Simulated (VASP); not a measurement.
Sb2Te3O2:

```
Sb Te O
1.0
     2.96396    1.71124    4.84179
    -2.96396    1.71124    4.84179
     0.00000   -3.42249    4.84179
Sb Te O
2 3 2
Direct
  0.50000 0.50000 0.50000
  0.00000 0.00000 0.00000
  0.00000 0.00000 0.50000
  0.50000 0.00000 0.00000
  0.00000 0.50000 0.00000
  0.28300 0.28300 0.28300
  0.71700 0.71700 0.71700
```

The cell was built by a generator and needn't be a form met in nature.

```yaml
Program: VASP 6.6.1
Task: relaxation of cell and atoms
Functional: PBE
Potentials_or_basis: VASP PAW PBE potentials, release 64 (Sb, Te, O)
Cutoff: 520 eV
k_mesh: 3 × 3 × 3
Occupations: gaussian, width 0.15 eV
Spin: no spin polarisation
```

At the start: pressure 14.9 GPa; volume 21.05 Å³/atom.

How do energy, volume and symmetry change on relaxing?

Over 15 steps the energy falls by 566.9 meV/atom and the volume is 27.40 Å³/atom (+30.2 %); space group R-3m (No. 166, to 0.05 Å).

The path:
```
step  energy change (eV)  largest force (eV/Å)  pressure (GPa)  volume (Å³)
   1              0.0000                1.7639           14.94       147.35
   2             -2.0335                1.9453           -6.03       191.93
   3             -2.1382                1.9179           -3.06       180.47
   4             -2.7990                1.6020           -0.13       173.50
   5             -2.9783                0.5157            7.37       162.09
   6             -3.0608                0.9763            4.34       166.04
   7             -3.3956                0.7126            0.84       176.57
   8             -3.4161                0.5922            0.05       179.89
   9             -3.5340                0.6461           -0.24       181.35
  10             -3.8628                0.3760            0.08       185.41
  11             -3.6383                1.2308            3.84       192.15
  12             -3.9548                0.1221            0.99       187.79
  13             -3.9552                0.1888            1.14       188.09
  14             -3.9073                0.2328           -2.08       200.90
  15             -3.9684                0.0591           -0.02       191.78
```

Final structure:
```
Sb Te O
1.0
     3.43370    1.98245    4.69565
    -3.43370    1.98245    4.69565
     0.00000   -3.96490    4.69565
Sb Te O
2 3 2
Direct
  0.50000 0.50000 0.50000
  0.00000 0.00000 0.00000
  0.00000 0.00000 0.50000
  0.50000 0.00000 0.00000
  0.00000 0.50000 0.00000
  0.22998 0.22998 0.22998
  0.77002 0.77002 0.77002
```

Caveat: the k mesh is coarse (spacing up to 0.43 Å⁻¹), so the values aren't converged; the volume moved by over 15 % at a fixed basis, so the end points are rough.
